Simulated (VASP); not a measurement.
Set up this calculation in VASP 6.6.1, as the native input.

```
Task                   : relaxation of cell and atoms
Functional             : revTPSS
Potentials or basis    : VASP PAW PBE potentials, release 64 (Au, Al)
Cutoff                 : 600 eV
k mesh                 : 9 × 9 × 9
Occupations            : methfessel-paxton, width 0.1 eV
Spin                   : no spin polarisation
Further INCAR settings : ALGO = Normal; EDIFF = 1e-07; IBRION = 2; EDIFFG = -0.01; NSW = 40; ISIF = 3
```

The structure of Al3Au lies in POSCAR:

```
Al3Au
1.0
   -2.0253330000      2.0253330000      4.0566000000
    2.0253330000     -2.0253330000      4.0566000000
    2.0253330000      2.0253330000     -4.0566000000
Au Al
1 3
Direct
    0.0000000000      0.0000000000      0.0000000000
    0.5000000000      0.5000000000      0.0000000000
    0.2500000000      0.7500000000      0.5000000000
    0.7500000000      0.2500000000      0.5000000000
```

The cell comes from a database or a generator and needn't be the stable form of this composition.

The input as run:

INCAR

```
PREC     = Accurate       # precision mode
ENCUT    = 600            # plane-wave cutoff, eV
EDIFF    = 1E-7           # SCF threshold, eV
ISMEAR   = 1              # smearing method
SIGMA    = 0.1            # smearing width, eV
LREAL    = False          # projectors in reciprocal space
LASPH    = True           # aspherical terms in the spheres
NELM     = 60             # most SCF steps
ALGO     = Normal         # electronic algorithm
ISIF     = 3              # what is computed and relaxed
LWAVE    = False          # write WAVECAR
LCHARG   = False          # write CHGCAR
METAGGA  = RTPSS          # meta-GGA
LMIXTAU  = True         
IBRION   = 2              # ionic algorithm
NSW      = 40             # ionic steps
EDIFFG   = -0.01          # ionic threshold
```

KPOINTS

```
Automatic mesh
0
Gamma
  9 9 9
```

Potentials or basis: VASP PAW PBE potentials, release 64 (Au, Al).

Launch:

```sh
$ cat potpaw_PBE.64/Au/POTCAR potpaw_PBE.64/Al/POTCAR > POTCAR
$ mpirun -np 1 vasp_std > vasp.out
```

Results of the run:

The relaxed volume is 16.18 Å³/atom. The relaxed cell is a = 4.912 Å, b = 4.912 Å, c = 4.912 Å, α = 131.69°, β = 131.69°, γ = 70.71°. The space group after relaxing (to 0.05 Å) is I4/mmm (No. 139), the energy gained by relaxing is 4.2 meV/atom and the ionic steps are 6. The pressure after relaxing is 0.0 GPa and the band gap on the k mesh is none (metal or under the smearing width).

Caveat: the PAW data sets were made with another functional, which shifts forces and pressure a little.

Run time: 18 min on 1 thread of Intel(R) Xeon(R) Platinum 8488C (Sapphire Rapids), with other jobs on the host, peak memory 0.35 GiB.
